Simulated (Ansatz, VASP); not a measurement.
# Cross-check of Cu (Copper) between VASP and Ansatz

Aim: how closely do two programs agree when they are given the same cell, functional and k mesh? The cell is a member of a volume series, scaled by 0.94 from a relaxed one, so a pressure remains.

Main program and level: Ansatz 0.2.0; plane waves, with VASP 6.6.1 beside it; single point at PBE.

## Step 1: Set-up

Symmetry: Fm-3m, No. 225, cubic system. The conventional cell has a = 3.554 Å, b = 3.554 Å, c = 3.554 Å, α = 90.00°, β = 90.00°, γ = 90.00°. Nearest to Cu lie 12 Cu at 2.51 Å.

Structure file:

```cif
data_structure
_symmetry_space_group_name_H-M 'P 1'
_symmetry_Int_Tables_number 1
_cell_length_a 2.5132
_cell_length_b 2.5132
_cell_length_c 2.5132
_cell_angle_alpha 60.000
_cell_angle_beta 60.000
_cell_angle_gamma 60.000
_cell_volume 11.23
loop_
_atom_site_label
_atom_site_type_symbol
_atom_site_fract_x
_atom_site_fract_y
_atom_site_fract_z
_atom_site_occupancy
Cu1 Cu 0.00000 0.00000 0.00000 1
```

## Step 2: Ansatz: single point, PBE, volume scaled by 0.94

Ansatz runs on its default PAW (the set named soft_2) files.

With cell and atoms fixed, the geometry can't cause a difference; cores, projectors, grids and the points listed under the comparison can.

Input file input.yaml:

```yaml
crystal:
  lattice:
    - [0.0, 1.7771327166, 1.7771327166]
    - [1.7771327166, 0.0, 1.7771327166]
    - [1.7771327166, 1.7771327166, 0.0]
  atoms:
    - { symbol: Cu, position: [0.0, 0.0, 0.0] }
hamiltonian:
  xc: pbe
  pseudopotentials: { kind: paw }
kpoints:
  mp_grid: { grid: [9, 9, 9] }
scf:
  occupations: { method: methfessel_paxton, width: 0.2 }
  n_extra_bands: 4
output:
  forces: true
  stress: true
  eigenvalues: true
```

The run is started by

```console
$ ansatz run input.yaml --threads 2 --pin off --max-ram 4608MiB --backend cpu --events-out ev --progress --plain --runs-dir out
```

Numbers of over 12 decimals in the logs are rounded to 6 here.

Output:

```text
scf.n_extra_bands = 4 over 10 filled bands (N_el = 19.0): the run solves 14 bands
Engine: ansatz 0.2.0, aarch64-unknown-linux-gnu
Pseudopotentials: kind: paw
Pseudopotential: Cu, paw, valence charge 19, recommended cutoff 420 eV (normal), Cu.paw.azcp
Functional definition: PBE
  parameter kappa = 0.804
  parameter beta = 0.066725
  exchange = pbe_x(kappa = kappa, mu = beta*pi^2/3)
  correlation = pbe_c(beta = beta)
Crystal: 1 atoms, lattice volume = 11.225 Å³
Basis set: ecut = 420 eV, 229 PW (Γ), exchange–correlation on 36×36×36 points (8 copies of the dense FFT grid, shifted against one another)
Bands: 14, of which v1, the nominal top of the filled ones, is band 10 counted from 1 (9 counted from 0)
Symmetry: 48 space group operations
Space group: Fm-3m (ITA 225), of the structure as read, at distance tolerance 2.2e-5 Å
k-points: 35 of 729
Non-local potential: Cu, projectors of the file, l = 0: 3, l = 1: 2, l = 2: 3, l = 3: 1
PAW form: soft (Blöchl's): semilocal exchange-correlation on the pseudo side does not see the compensation charge
PAW one-centre angular grid: Cu, 590 points (default); XC on 64 Gauss nodes
Initial density: superposition of atomic densities (neutral atoms: chi_scale 0, normalization atom), corrected by the library's trained network
Initial wavefunctions: pseudopotential atomic-orbital guess
Functional: x = pbe(κ = 0.804, μ = 0.219515), c = pbe(β = 0.066725)
SCF iter   1: F=—  HF=-6625.164628 eV  |F-HF|=—  |Δ(HF+E_count)|=         —  Δρ=2.16e-3  dr2=3.49e-4  ethr=1.77e-3  ⟨swp⟩=4.9  Hψ=2365  notcnv=0
preconditioner: auto → none  [insulator: Δε(μ)=0.305 eV  Ē_g=17.657 eV  σ=0.200 eV  W_gap=0.95  n_scr=0 (ndim 8)  ℏωp=36.8 eV  f_vac=0.000  D(μ)=0.18/eV (n_scr^D=0)  ε∞_Penn≈5.3]
SCF iter   2: F=—  HF=-6625.164705 eV  |F-HF|=—  |Δ(HF+E_count)|=   7.73e-5  S|Δr|=    0.00e0  Δρ=5.98e-4  dr2=2.31e-5  ethr=1.84e-6  ⟨swp⟩=2.3  Hψ=977  notcnv=0
SCF iter   3: F=—  HF=-6625.164713 eV  |F-HF|=—  |Δ(HF+E_count)|=   8.33e-6  S|Δr|=    0.00e0  Δρ=2.63e-4  dr2=4.98e-6  ethr=1.22e-7  ⟨swp⟩=2.1  Hψ=729  notcnv=0
SCF iter   4: F=-6625.164714 eV  HF=-6625.164714 eV  |F-HF|=3.25e-10  |Δ(HF+E_count)|=   1.24e-6  S|Δr|=    0.00e0  Δρ=2.07e-5  dr2=1.79e-8  ethr=5.26e-10  ⟨swp⟩=3.6  Hψ=2068  notcnv=0
SCF 1 converged in 4 iterations: F = -6625.164714 eV  dr2 = 1.79e-8
  greatest PAW one-centre occupation: 1.000 electrons in one spin orbital (limit 2), on the Cu atom at site 0 (counted from 0), in its partial waves of l = 0
SCF converged after 4 iterations
Stability not checked: this state was not tested for a lower state beside it, because cold or Methfessel-Paxton smearing, or corrected tetrahedra, fill the levels in a way that the test cannot read (fill_not_monotonic; see scf.lower_state_search)
Free energy (F): -6625.164714 eV
Harris-Foulkes:  -6625.164714 eV  (|F-HF|=3.25e-10)
Internal energy: -6625.165266 eV  (E = F + TS)
E sigma→0 (E₀):  -6625.164852 eV
Entropy (-TS):   0.000551 eV (0.551 meV/atom)
Fermi energy:    17.929017 eV
--- Per-component energies (eV) ---
  E_band       = -340.553577
  E_kinetic    = 300.693475
  E_local      = -3956.379382  (includes V_loc(G=0)·N_el)
  E_nonlocal   = 389.196474
  E_hartree    = 1746.345233
  E_xc         = -90.070353
  E_vxc        = -116.272428  (∫ρ·V_xc dr)
  E_paw        = -1662.168109  (= ΣΔE_a)
  E_vpaw       = -450.490106  (= ΣTr[D̂ρ^β])
  E_aug_tail   = 0.000226  (compensation charges beyond the density's cutoff)
  E_ewald      = -3352.782829
  E_smearing   = 0.000551  (= −TS)
  E_closure    = 0.000000  (closes the sum)
  Σ components = -6625.164714   (vs F -6625.164714, Δ=0.00e0)
--- Forces (eV/Å), atoms counted from 1 ---
  atom   1  Cu     0.00000000     0.00000000     0.00000000
  max |Σ_I F_I| component: 3.62e-31 eV/Å
--- Stress (GPa, compression-positive) ---
       10.486427      -0.000000       0.000000
       -0.000000      10.486427      -0.000000
        0.000000       0.000000      10.486427
  P = ⅓ Tr σ = 10.4864 GPa (104.864 kbar)
--- Band table (eV; the first three rows and the last of 35) ---
  k-point 0: bands = [... 6 lower, 14.7380, 14.7380, 15.6397, 15.6397, 40.9099, 43.8032, 43.8032, 43.8032]
  k-point 1: bands = [... 6 lower, 14.8221, 14.8221, 15.6109, 15.6109, 37.9295, 41.6896, 42.7600, 42.7600]
  k-point 2: bands = [... 6 lower, 14.9165, 14.9165, 15.6711, 15.6711, 32.1373, 41.0446, 41.5842, 41.5842]
  k-point 34: bands = [... 6 lower, 14.3213, 15.6233, 16.3496, 22.1503, 25.3013, 27.2632, 28.1238, 45.3095]
```

Run time: 0.69 s. Hardware: 2 threads of Arm Neoverse N1, shared host; peak memory 0.24 GiB.

The run ends at a pressure of 10.49 GPa.

## Step 3: VASP: single point, PBE, volume scaled by 0.94

The same cell, functional, mesh and smearing now go to VASP, with its own data sets and cutoff.

Lines of VASP's logs that name or quote its potential files are left out, and so is its time.

Input file INCAR:

```
SYSTEM = Cu
PREC = Accurate
ENCUT = 400
EDIFF = 1E-06
NELM = 100
ISMEAR = 1
SIGMA = 0.2
LREAL = .FALSE.
ALGO = Normal
GGA = PE
NBANDS = 11
LASPH = .TRUE.
LORBIT = 11
LWAVE = .FALSE.
LCHARG = .FALSE.
KPAR = 2
ISIF = 2
```

Input file POSCAR:

```
Cu
1.0
    0.0000000000      1.7771327166      1.7771327166
    1.7771327166      0.0000000000      1.7771327166
    1.7771327166      1.7771327166      0.0000000000
Cu
1
Direct
    0.0000000000      0.0000000000      0.0000000000
```

Input file KPOINTS:

```
Automatic mesh
0
Gamma
9 9 9
0 0 0
```

Potentials, in the order of the species: Cu (PBE family, release 64).

The run is started by

```console
$ mpirun -np 2 vasp_std
```

Output:

```text
[banner, memory and clock lines left out]
running    2 mpi-ranks, on    1 nodes
 distrk:  each k-point on    1 cores,    2 groups
 distr:  one band on    1 cores,    1 groups

 POSCAR found type information on POSCAR Cu
 POSCAR found :  1 types and       1 ions
 LDA part: xc-table for (Slater+PW92), standard interpolation
 POSCAR, INCAR and KPOINTS ok, starting setup
 FFT: planning ... GRIDC
 FFT: planning ... GRID_SOFT
 FFT: planning ... GRID
 WAVECAR not read
 entering main loop
       N       E                     dE             d eps       ncg     rms          rms(c)
DAV:   1     0.354641221681E+02    0.35464E+02   -0.48383E+03   867   0.141E+03
DAV:   2    -0.382073396633E+01   -0.39285E+02   -0.36122E+02   782   0.185E+02
DAV:   3    -0.462926708875E+01   -0.80853E+00   -0.80173E+00   887   0.336E+01
DAV:   4    -0.463349380408E+01   -0.42267E-02   -0.42264E-02   866   0.213E+00
DAV:   5    -0.463353553658E+01   -0.41733E-04   -0.41732E-04   882   0.208E-01    0.775E+00
DAV:   6    -0.406088437635E+01    0.57265E+00   -0.14558E+01   893   0.768E+01    0.363E+00
DAV:   7    -0.373009962385E+01    0.33078E+00   -0.21744E+00   893   0.295E+01    0.606E-01
DAV:   8    -0.371805509351E+01    0.12045E-01   -0.46469E-03   846   0.966E-01    0.301E-01
DAV:   9    -0.371645428292E+01    0.16008E-02   -0.97840E-03   928   0.184E+00    0.264E-02
DAV:  10    -0.371645876051E+01   -0.44776E-05   -0.36119E-05  1123   0.102E-01    0.632E-03
DAV:  11    -0.371645776566E+01    0.99485E-06   -0.38530E-07   561   0.116E-02
   1 F= -.37164578E+01 E0= -.37166314E+01  d E =0.520838E-03
```

Parts of OUTCAR (step 3):

```text
ion  position               nearest neighbor table
   1  0.000  0.000  0.000-

  LATTYP: Found a face centered cubic cell.
 ALAT       =     3.5542654332

 Subroutine GETGRP returns: Found 48 space group operations
 (whereof 48 operations were pure point group operations)

The static configuration has the point symmetry O_h .

 Found     35 irreducible k-points:

   k-points           NKPTS =     35   k-points in BZ     NKDIM =     35   number of bands    NBANDS=     11

   dimension x,y,z NGX =    16 NGY =   16 NGZ =   16
   dimension x,y,z NGXF=    32 NGYF=   32 NGZF=   32

   ENCUT  =  400.0 eV  29.40 Ry    5.42 a.u.   4.10  4.10  4.10*2*pi/ulx,y,z

   NELECT =      11.0000    total number of electrons

 k-points in reciprocal lattice and weights: Automatic mesh
   0.00000000  0.00000000  0.00000000       0.001
   0.11111111  0.00000000  0.00000000       0.011
   0.22222222  0.00000000  0.00000000       0.011
   0.33333333  0.00000000  0.00000000       0.011
   0.44444444  0.00000000  0.00000000       0.011
   0.11111111  0.11111111  0.00000000       0.008
   0.22222222  0.11111111  0.00000000       0.033
   0.33333333  0.11111111  0.00000000       0.033
   0.44444444  0.11111111  0.00000000       0.033
[...]
-0.33333333  0.44444444  0.11111111       0.033
  -0.33333333  0.44444444  0.22222222       0.033

 average (electrostatic) potential at core
       1 -63.1635

 E-fermi :   8.2778

 k-point     1 :       0.0000    0.0000    0.0000
  band No.  band energies     occupation
    ...
      2       5.0558      2.00000
      3       5.0558      2.00000
      4       5.0558      2.00000
      5       5.9448      2.00000
      6       5.9448      2.00000
      7      31.2344      0.00000
      8      34.2748      0.00000
      9      34.2748      0.00000
     10      34.2748      0.00000
     11      36.8214      0.00000

 k-point     2 :       0.1111    0.0000    0.0000
  band No.  band energies     occupation
    ...
      2       4.9579      2.00000
      3       5.1385      2.00000
      4       5.1385      2.00000
      5       5.9158      2.00000
      6       5.9158      2.00000
      7      28.3200      0.00000
      8      32.0622      0.00000
      9      33.2328      0.00000
     10      33.2328      0.00000
     11      38.4292      0.00000

 k-point     3 :       0.2222    0.0000    0.0000
  band No.  band energies     occupation
    ...
      2       4.7870      2.00000
      3       5.2314      2.00000
      4       5.2314      2.00000
      5       5.9744      2.00000
      6       5.9744      2.00000
      7      22.5144      0.00000
      8      31.3958      0.00000
      9      32.0601      0.00000
     10      32.0601      0.00000
     11      38.2459      0.00000

  Total        0.7188267      0.7188267      0.7188267      0.0000000      0.0000000      0.0000000
  in kB      102.5994839    102.5994839    102.5994839      0.0000000      0.0000000      0.0000000
  external PRESSURE =     102.5994839 kB  Pullay stress =       0.0000000 kB

  energy-cutoff  :      400.00
  volume of cell :       11.23
      direct lattice vectors                 reciprocal lattice vectors
     0.000000000  1.777132717  1.777132717    -0.281352088  0.281352088  0.281352088
     1.777132717  0.000000000  1.777132717     0.281352088 -0.281352088  0.281352088
     1.777132717  1.777132717  0.000000000     0.281352088  0.281352088 -0.281352088

 POSITION                                       TOTAL-FORCE (eV/Angst)
 -----------------------------------------------------------------------------------
      0.00000      0.00000      0.00000         0.000000      0.000000      0.000000
 -----------------------------------------------------------------------------------
    total drift:                                0.000000     -0.000000     -0.000000

  FREE ENERGIE OF THE ION-ELECTRON SYSTEM (eV)
  ---------------------------------------------------
  free  energy   TOTEN  =        -3.7164577657 eV

  energy  without entropy=       -3.7169786041  energy(sigma->0) =       -3.71663138

 total charge
# of ion       s       p       d       tot
------------------------------------------
    1        0.468   0.418   9.179  10.064

[... 3 further parts left out ...]
```

This run has no spin polarisation. Its electron count is odd, so without a moment it is a metal by construction.

## Step 4: Differences

Known differences besides the potentials themselves: the data sets hold 19 valence electrons in Ansatz (default PAW (the set named soft_2) files) and 11 in VASP; the cutoff is 420 eV in Ansatz and 400 eV in VASP. Total energies have different zeros and are not compared.

Compared:

| quantity | Ansatz | VASP | difference |
| --- | --- | --- | --- |
| pressure (GPa) | 10.49 | 10.26 | +0.23 |
| pressure without Ansatz's Pulay correction (GPa) | 10.34 | 10.26 | +0.08 |

Ansatz's pressure holds a Pulay correction of 0.15 GPa; VASP's holds none.

## Step 5: Other set-ups

Further runs change the set-up of one program: Ansatz's method, potentials or start, or VASP's data sets, cutoff or form of LDA. The table gives Ansatz less VASP for each quantity, since a change that brings one quantity closer may part another.

| run | pressure (GPa) |
| --- | --- |
| as above | 0.23 |
| Ansatz's all-electron LAPW method | 0.20 |

## Step 6: Summary of results

| Property | Result |
| --- | --- |
| difference in pressure (single point, PBE, volume scaled by 0.94) | 0.23 GPa |

In words: The difference in pressure is 0.23 GPa (single point, PBE, volume scaled by 0.94), within the 1 GPa picked in this series as the mark of a large difference. For single point, PBE, volume scaled by 0.94, no further run moves any of the tabulated differences by more than a quarter of its size. How closely two codes agree says nothing of how well the functional describes the real material.

[Lines on the potential files, build, host, timing and source positions are cut from VASP's logs without a mark.]

[Logs are printed without paths, hosts, clocks, repeated set-up lines and the standing remarks that a program may print on its own settings, such as how far it seeks lower states.]

[Hosts, paths, dates, database ids (printed as entryN), source tags and the programs' standing remarks are cut or masked in the printed files.]
